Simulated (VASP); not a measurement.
A VASP calculation is set up with these files.

POSCAR:
```
CdS
1
    0.0000000000     2.6577454783     2.6577454783
    2.6577454783     0.0000000000     2.6577454783
    2.6577454783     2.6577454783    -0.0000000000
Cd S
1 1
Direct
  0.0000000000   0.0000000000   0.0000000000
  0.5000000000   0.5000000000   0.5000000000
```

**INCAR**
```
ALGO = Normal
EDIFF = 1E-6
EDIFFG = -0.02
ENCUT = 500
GGA = PS
IBRION = 2
ISIF = 3
ISMEAR = 0
LASPH = .TRUE.
LCHARG = .FALSE.
LMAXMIX = 4
LREAL = .FALSE.
LWAVE = .FALSE.
NELM = 100
NSW = 40
PREC = Accurate
PSTRESS = 50
SIGMA = 0.05
SYSTEM = CdS
```

**KPOINTS**
```
K-points
0
gamma
  9 9 9
0 0 0
```

POTCAR, in this order: Cd S (PBE.64 set). Program: vasp_std.

Task: Translate this PBEsol calculation to Quantum ESPRESSO's pw.x.

Result: One equivalent input (not run):
```
&CONTROL
  calculation = 'vc-relax'
  pseudo_dir = './pseudo'
  outdir = './out'
  tprnfor = .true.
  tstress = .true.
  nstep = 40
  forc_conv_thr = 0.00078
/
&SYSTEM
  ibrav = 0
  nat = 2
  ntyp = 2
  ecutwfc = 102
  occupations = 'smearing'
  smearing = 'gaussian'
  degauss = 0.003675
  input_dft = 'pbesol'
/
&ELECTRONS
  conv_thr = 7.3e-08
  electron_maxstep = 100
/
&IONS
/
&CELL
  press = 50
/
ATOMIC_SPECIES
  Cd 112.414 Cd.upf
  S 32.060 S.upf
CELL_PARAMETERS angstrom
     0.0000000    2.6577455    2.6577455
     2.6577455    0.0000000    2.6577455
     2.6577455    2.6577455   -0.0000000
ATOMIC_POSITIONS crystal
  Cd   0.0000000  0.0000000  0.0000000
  S    0.5000000  0.5000000  0.5000000
K_POINTS automatic
  9 9 9 0 0 0
```
The two are equivalent in intent, not identical: the potentials are each code's own (VASP's PAW set, PseudoDojo norm-conserving files in pw.x), so ENCUT and ecutwfc are chosen apart and not converted; conv_thr bounds pw.x's estimated SCF error, while EDIFF bounds the energy change between steps; forc_conv_thr acts on force components and is met together with etot_conv_thr.

The structure was generated: CdS was put into the rock salt type (Fm-3m), which need not be its known phase. It was relaxed first under an external pressure of 5 GPa.
